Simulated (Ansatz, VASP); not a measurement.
Two plane-wave programs on TaVN2

```
CELL_PARAMETERS angstrom
3.10968 0.00000 0.00000
0.00000 3.10968 0.00000
0.00000 0.00000 4.38032
ATOMIC_POSITIONS crystal
Ta 0.00000 0.00000 0.00000
V 0.50000 0.50000 0.50000
N 0.50000 0.50000 0.00000
N 0.00000 0.00000 0.50000
```

The cell comes from a database or a generator and needn't be the stable form of this composition.

Alike in both runs: task single point; functional PBEsol; k mesh 9 × 9 × 6; occupations fermi-dirac, width 0.05 eV; collinear spin.

|  | VASP | Ansatz |
| --- | --- | --- |
| version | VASP 6.6.1 | Ansatz 0.2.0 |
| potentials or method | VASP PAW PBE potentials, release 64 (Ta_pv, V_sv, N) | Ansatz PAW |
| plane-wave cutoff (eV) | 520 | 420 |
| valence electrons in the cell | 34 | 36 |

```csv
,VASP,Ansatz,Ansatz less VASP
gap on the k mesh at the Fermi level (eV),none,none,-
pressure (GPa),-24.4,-25.0,-0.57
largest component of the traceless stress (GPa),0.39,0.43,+0.038
net moment per atom (μB),0.31,0.31,-0.002
size of the moment on the site where the two differ most (μB),1.19,1.03,-0.160
```

Site moments also hang on the region over which each program counts them. A gap of «none» marks a metal or a gap that the smearing closes. The two sets of potentials don't hold the same shells in valence.

Caveats: so large a pressure means that the cell lies far from this level's equilibrium, or that cutoff or potentials fall short (VASP); the potentials were made for another functional, which shifts forces and pressure (VASP); the pressure holds a Pulay correction of +0.5 GPa for the finite cutoff (Ansatz); the PAW data sets come from PBE, with cores solved anew for the run's functional, which leaves a small shift of forces and pressure (Ansatz). The runs have no spin-orbit coupling, so splittings on Ta are missing.
